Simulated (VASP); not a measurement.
Here is the system:

```xyz
2
Lattice="2.9301 0.0000 0.0000 0.0000 2.9301 0.0000 0.0000 0.0000 2.9301" Properties=species:S:1:pos:R:3 pbc="T T T"
Ti     0.0000     0.0000     0.0000
Co     1.4651     1.4651     1.4651
```

These are PBEsol GGA, VASP's PBE PAW potentials (set 64) (plane waves; VASP 6.6.1) values and carry that method's errors. Settings: 520 eV cut-off, 12×12×12 Γ-centred mesh, first-order Methfessel-Paxton smearing of 0.10 eV, potentials Ti_sv Co.

Give the energy at these volumes per atom, relative to the lowest: 11.83, 12.21, 12.59, 12.97, 13.34 Å³.

29.5, 6.8, 0.0, 6.8, 25.4 meV/atom. A third-order Birch-Murnaghan fit gives B0 = 193 GPa and B0′ = 4.0.

Measured: bulk modulus 154 GPa (computed value off by +25.4 %), a 2.995 Å (computed value off by -2.2 %), as given by Yamada et al., (2019), arXiv:1910.09660. The calculation is for a static lattice, while the measured bulk modulus, a hold thermal and zero-point effects, which are part of the difference.

The compound is TiCo in the CsCl type structure. It was relaxed first, which changed the volume by -6 %. The run is not spin-polarised, so no magnetic state was tried.
